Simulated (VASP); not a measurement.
Output of a VASP run:

File OSZICAR:
```
       N       E                     dE             d eps       ncg     rms          rms(c)
DAV:   1     0.269013253377E+03    0.26901E+03   -0.75026E+03   760   0.114E+03
DAV:   2     0.343781690060E+02   -0.23464E+03   -0.23175E+03  1224   0.312E+02
DAV:   3    -0.150340833617E+02   -0.49412E+02   -0.48560E+02  1244   0.159E+02
DAV:   4    -0.190409521592E+02   -0.40069E+01   -0.39129E+01  1520   0.450E+01
DAV:   5    -0.194915514248E+02   -0.45060E+00   -0.42912E+00  1272   0.125E+01    0.368E+00
DAV:   6    -0.191616772273E+02    0.32987E+00   -0.28604E+00  1512   0.103E+01    0.199E+00
DAV:   7    -0.191453786116E+02    0.16299E-01   -0.15775E-01  1472   0.342E+00    0.112E+00
DAV:   8    -0.191310517467E+02    0.14327E-01   -0.24335E-02  1504   0.123E+00    0.126E-01
DAV:   9    -0.191305196207E+02    0.53213E-03   -0.30642E-03  1432   0.539E-01    0.282E-02
DAV:  10    -0.191305072447E+02    0.12376E-04   -0.15790E-04  1512   0.105E-01    0.178E-02
DAV:  11    -0.191305081612E+02   -0.91651E-06   -0.26562E-05  1496   0.325E-02    0.667E-03
DAV:  12    -0.191305082438E+02   -0.82593E-07   -0.23097E-06   888   0.147E-02
   1 F= -.19130508E+02 E0= -.19125823E+02  d E =-.937035E-02
```

File OUTCAR:
```
------------------------ aborting loop because EDIFF is reached ----------------------------------------
  FORCE on cell =-STRESS in cart. coord.  units (eV):
  Direction    XX          YY          ZZ          XY          YZ          ZX
  --------------------------------------------------------------------------------------
  Total       -1.4017579     -1.4017579     -1.4017579     -0.0000000      0.0000000      0.0000000
  in kB      -13.9584636    -13.9584636    -13.9584636     -0.0000000      0.0000000      0.0000000
  external PRESSURE =     -13.9584636 kB  Pullay stress =       0.0000000 kB
  volume of cell :      160.90
      direct lattice vectors                 reciprocal lattice vectors
     0.000000000  4.316900000  4.316900000    -0.115823855  0.115823855  0.115823855
     4.316900000  0.000000000  4.316900000     0.115823855 -0.115823855  0.115823855
     4.316900000  4.316900000  0.000000000     0.115823855  0.115823855 -0.115823855
 POSITION                                       TOTAL-FORCE (eV/Angst)
 -----------------------------------------------------------------------------------
      6.47535      6.47535      6.47535        -0.000000      0.000000     -0.000000
      4.31690      4.31690      4.31690         0.000000     -0.000000      0.000000
      1.07923      1.07923      1.07923        -0.000000     -0.000000     -0.000000
      1.07923      3.23768      3.23768        -0.000000     -0.000000     -0.000000
      3.23768      3.23768      1.07923        -0.000000     -0.000000     -0.000000
      3.23768      1.07923      3.23768        -0.000000     -0.000000     -0.000000
 -----------------------------------------------------------------------------------
    total drift:                                0.000000      0.000000      0.000000
  FREE ENERGIE OF THE ION-ELECTRON SYSTEM (eV)
  ---------------------------------------------------
  free  energy   TOTEN  =       -19.1305082438 eV

  energy  without entropy=      -19.1211378978  energy(sigma->0) =      -19.12582307
```
(Selected blocks of OUTCAR.)

POSCAR:
```
LaMg2
1
    0.0000000000     4.3169000000     4.3169000000
    4.3169000000     0.0000000000     4.3169000000
    4.3169000000     4.3169000000     0.0000000000
La Mg
2 4
Direct
  0.7500000000   0.7500000000   0.7500000000
  0.5000000000   0.5000000000   0.5000000000
  0.1250000000   0.1250000000   0.1250000000
  0.6250000000   0.1250000000   0.1250000000
  0.1250000000   0.1250000000   0.6250000000
  0.1250000000   0.6250000000   0.1250000000
```

Q: Reconstruct the remaining input files.

A: Several could match; the one computed here: the input of the run itself, LDA (Ceperley-Alder, Perdew-Zunger), plane waves, VASP's LDA PAW potentials (set 64).

INCAR:
```
ALGO  =  Normal
EDIFF  =  1E-6
ENCUT  =  300
ISIF  =  2
ISMEAR  =  0
LASPH  =  .TRUE.
LCHARG  =  .FALSE.
LMAXMIX  =  6
LREAL  =  .FALSE.
LWAVE  =  .FALSE.
NELM  =  100
PREC  =  Accurate
SIGMA  =  0.05
SYSTEM  =  LaMg2
```

File KPOINTS:
```
K-points
0
Gamma
  7 7 7
```

POTCAR, in this order: La Mg (LDA.64 set). Program: vasp_std.

At this cut-off the stress carries a Pulay error, which pulls relaxed volumes low.

The structure comes from a measured LaMg2 entry of the Crystallography Open Database, whose conditions weren't checked. The cell was not relaxed at this level, and its volume differs by -5.9 % from the start's.
